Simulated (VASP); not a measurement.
# Ga₃Hg (space group I4/mmm): computed properties

Level of theory: PBEsol GGA, VASP's PBE PAW potentials (set 64) (plane waves; VASP 6.6.1).

```yaml
space_group: I4/mmm (139)
cell: a = b = 4.1240 Å, c = 9.0356 Å, α = β = γ = 90.00°
volume_per_atom: 19.21 Å³/atom
band gap (over mesh and band path): none (metal, semimetal or under 0.01 eV)
band_gap_with_spin_orbit_coupling: none (metallic)
density: 8.86 g/cm³
```

```xyz
4
Lattice="-2.0620 2.0620 4.5178 2.0620 -2.0620 4.5178 2.0620 2.0620 -4.5178" Properties=species:S:1:pos:R:3 pbc="T T T"
Ga     0.0000     2.0620     2.2589
Ga     2.0620     0.0000     2.2589
Ga     0.0000     0.0000     4.5178
Hg     2.0620    -2.0620     4.5178
```

Unless said otherwise, spin-orbit coupling is left out, though it shifts the bands of the heavy elements here.

The structure comes from a computed database's Ga3Hg entry (I4/mmm); how it stands against other phases isn't given here. It was relaxed first, which changed the volume by -8 %. Symmetry was kept, so distortions that lower it aren't found. The electron count is odd and the run is not spin-polarised, which forces a metal.
